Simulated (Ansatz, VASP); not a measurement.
Two plane-wave programs on Na3Rh

INCAR

```
PREC     = Accurate       # precision mode
ENCUT    = 600            # plane-wave cutoff, eV
EDIFF    = 1E-7           # SCF threshold, eV
ISMEAR   = 0              # smearing method
SIGMA    = 0.1            # smearing width, eV
LREAL    = False          # projectors in reciprocal space
LASPH    = True           # aspherical terms in the spheres
NELM     = 60             # most SCF steps
ALGO     = Fast           # electronic algorithm
ISIF     = 3              # what is computed and relaxed
LWAVE    = False          # write WAVECAR
LCHARG   = False          # write CHGCAR
GGA      = PE             # functional
IBRION   = 2              # ionic algorithm
NSW      = 90             # ionic steps
EDIFFG   = -0.04          # ionic threshold
```

The input KPOINTS:

```
Automatic mesh
0
Gamma
  3 3 6
```

File POSCAR:

```
Na3Rh
1.0
    7.8516456878      0.0000000000      0.0000000000
   -3.9258228439      6.7997246272      0.0000000000
    0.0000000000      0.0000000000      2.7961861762
Na Rh
3 1
Direct
    0.8154125928      0.1845874072      0.0000000000
    0.8154125928      0.6308251856      0.0000000000
    0.3691748144      0.1845874072      0.0000000000
    0.0000000000      0.0000000000      0.5000000000
```

Input for Ansatz:

```yaml
crystal:
  lattice:
    - [7.8516456878, 0.0, 0.0]
    - [-3.9258228439, 6.7997246272, 0.0]
    - [0.0, 0.0, 2.7961861762]
  atoms:
    - { symbol: Na, position: [0.8154125928, 0.1845874072, 0.0] }
    - { symbol: Na, position: [0.8154125928, 0.6308251856, 0.0] }
    - { symbol: Na, position: [0.3691748144, 0.1845874072, 0.0] }
    - { symbol: Rh, position: [0.0, 0.0, 0.5] }
basis:
  ecutwfc: 420
kpoints:
  mp_grid: { grid: [3, 3, 6] }
hamiltonian:
  xc: pbe
scf:
  occupations: { method: gaussian, width: 0.1 }
  lower_state_search: "off"
output:
  forces: true
  stress: true
  eigenvalues: true
relax:
  adjacent_minimum: "off"
  f_tol: 0.04
  max_steps: 70
  cell: { stress_tol: 0.4 }
```

Alike in both runs: task relaxation of cell and atoms; functional PBE; k mesh 3 × 3 × 6; occupations gaussian, width 0.1 eV; no spin polarisation.

|  | VASP | Ansatz |
| --- | --- | --- |
| version | VASP 6.6.1 | Ansatz 0.2.0 |
| potentials or method | VASP PAW PBE potentials, release 64 (Na_pv, Rh_pv) | scalar-relativistic, plane waves, PAW |
| plane-wave cutoff (eV) | 600 | 420 |
| valence electrons in the cell | 36 | 44 |

Ansatz gave:

| Property | Result |
| --- | --- |
| gap on the k mesh at the Fermi level, each at its own relaxed structure (eV) | none |
| relaxed volume (Å³/atom) | 39.16 |
| relaxed cell length with the largest relative difference (Å) | 7.879 |
| energy change over the relaxation (meV/atom) | -7 |

**Question.** What did VASP give for the same quantities?

**Answer.** gap on the k mesh at the Fermi level, each at its own relaxed structure (eV): none; relaxed volume (Å³/atom): 38.23; relaxed cell length with the largest relative difference (Å): 7.779; energy change over the relaxation (meV/atom): -7.

A gap of «none» marks a metal or a gap that the smearing closes. The two sets of potentials don't hold the same shells in valence.

Caveats: the k mesh is coarse (spacing up to 0.37 Å⁻¹), so the values aren't converged.
